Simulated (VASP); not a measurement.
Calculation: HSE06 screened hybrid, VASP's PBE PAW potentials (set 64) (plane waves; VASP).

A VASP calculation is set up with these files.

File KPOINTS:
```
K-points
0
G
  1 1 1
0 0 0
```

**INCAR**
```
SYSTEM = Si atom
PREC = Normal
ENCUT = 520
EDIFF = 1E-6
NELM = 200
ALGO = All
LREAL = .FALSE.
LASPH = .TRUE.
ISMEAR = 0
SIGMA = 0.01
GGA = PE
HFSCREEN = 0.2
AEXX = 0.25
LHFCALC = .TRUE.
PRECFOCK = Fast
ISYM = 0
ISPIN = 2
MAGMOM = 2
LORBIT = 10
LWAVE = .FALSE.
LCHARG = .FALSE.
NUPDOWN = 2
```

**POSCAR**
```
Si atom
1
   12.0000000000     0.0000000000     0.0000000000
    0.0000000000    12.5000000000     0.0000000000
    0.0000000000     0.0000000000    13.0000000000
Si
1
Direct
  0.0000000000   0.0000000000   0.0000000000
```

POTCAR, in this order: Si (PBE.64 set). Program: vasp_gam. Read from the step before: WAVECAR.

Output of the run:

File OSZICAR:
```
       N       E                     dE             d eps       ncg     rms           ort
SDA:   1    -0.122739340622E+01   -0.12274E+01    0.00000E+00     7   0.227E-01   0.000E+00
SDA:   2    -0.126562782511E+01   -0.38234E-01   -0.37909E-01     7   0.961E-01  -0.346E-01
CGA:   3    -0.166816419482E+01   -0.40254E+00   -0.42724E+00     7   0.813E-01  -0.421E-02
CGA:   4    -0.168639666756E+01   -0.18232E-01   -0.18241E-01     7   0.618E-01   0.144E-04
CGA:   5    -0.169863919257E+01   -0.12243E-01   -0.12249E-01     7   0.325E-01   0.399E-04
CGA:   6    -0.170455933788E+01   -0.59201E-02   -0.59247E-02     7   0.147E-01   0.542E-04
CGA:   7    -0.170740350166E+01   -0.28442E-02   -0.28460E-02     7   0.671E-02   0.253E-04
CGA:   8    -0.170887871411E+01   -0.14752E-02   -0.14752E-02     7   0.308E-02  -0.169E-05
CGA:   9    -0.170960267121E+01   -0.72396E-03   -0.72373E-03     7   0.151E-02  -0.106E-04
CGA:  10    -0.170993246505E+01   -0.32979E-03   -0.32957E-03     7   0.751E-03  -0.633E-05
CGA:  11    -0.171008558090E+01   -0.15312E-03   -0.15305E-03     7   0.400E-03  -0.151E-05
CGA:  12    -0.171016287032E+01   -0.77289E-04   -0.77291E-04     7   0.199E-03   0.613E-07
CGA:  13    -0.171020739158E+01   -0.44521E-04   -0.44520E-04     7   0.105E-03  -0.971E-07
CGA:  14    -0.171023281732E+01   -0.25426E-04   -0.25427E-04     7   0.545E-04  -0.287E-06
CGA:  15    -0.171024613360E+01   -0.13316E-04   -0.13316E-04     7   0.304E-04   0.341E-07
CGA:  16    -0.171025262074E+01   -0.64871E-05   -0.64964E-05     7   0.156E-04   0.341E-06
CGA:  17    -0.171025560221E+01   -0.29815E-05   -0.29972E-05     7   0.712E-05   0.329E-06
CGA:  18    -0.171025706331E+01   -0.14611E-05   -0.14661E-05     7   0.330E-05   0.161E-06
CGA:  19    -0.171025784699E+01   -0.78368E-06   -0.78368E-06     7   0.170E-05   0.808E-08
   1 F= -.17102578E+01 E0= -.17102578E+01  d E =-.350861E-16  mag=     2.0000
```

### OUTCAR
```
------------------------ aborting loop because EDIFF is reached ----------------------------------------
  volume of cell :     1950.00
      direct lattice vectors                 reciprocal lattice vectors
    12.000000000  0.000000000  0.000000000     0.083333333  0.000000000  0.000000000
     0.000000000 12.500000000  0.000000000     0.000000000  0.080000000  0.000000000
     0.000000000  0.000000000 13.000000000     0.000000000  0.000000000  0.076923077
 POSITION                                       TOTAL-FORCE (eV/Angst)
 -----------------------------------------------------------------------------------
      0.00000      0.00000      0.00000         0.000001     -0.000001     -0.000019
 -----------------------------------------------------------------------------------
    total drift:                                0.000001     -0.000001     -0.000019
  FREE ENERGIE OF THE ION-ELECTRON SYSTEM (eV)
  ---------------------------------------------------
  free  energy   TOTEN  =        -1.7102578470 eV

  energy  without entropy=       -1.7102578470  energy(sigma->0) =       -1.71025785

  exchange ACFDT corr.  =        -0.00000000  see jH, gK, PRB 81, 115126

 total charge

# of ion       s       p       d       tot
------------------------------------------
    1        0.970   0.580   0.000   1.551

 magnetization (x)

# of ion       s       p       d       tot
------------------------------------------
    1        0.003   0.580   0.000   0.583
```
(Selected blocks of OUTCAR.)

OUTCAR:
```
 val. band max:       -5.1203029752   @ k =   0.0000   0.0000   0.0000

 cond. band min:      -3.6418744119   @ k =   0.0000   0.0000   0.0000


 Fermi energy:        -5.0628311542

 spin component 1

 k-point     1 :       0.0000    0.0000    0.0000
  band No.  band energies     occupation
      1     -12.3212      1.00000
      2      -5.1207      1.00000
      3      -5.1203      1.00000
      4      -3.6419      0.00000
      5      -0.3976      0.00000
      6       0.6089      0.00000
      7       0.6324      0.00000

 Fermi energy:       -10.1912977377

 spin component 2

 k-point     1 :       0.0000    0.0000    0.0000
  band No.  band energies     occupation
      1     -10.2516      1.00000
      2      -3.0389      0.00000
      3      -1.9905      0.00000
      4      -1.9887      0.00000
      5       0.0035      0.00000
      6       0.9027      0.00000
      7       0.9986      0.00000
```

The atom may not be in its lowest state.

The cell is a free atom in a box.
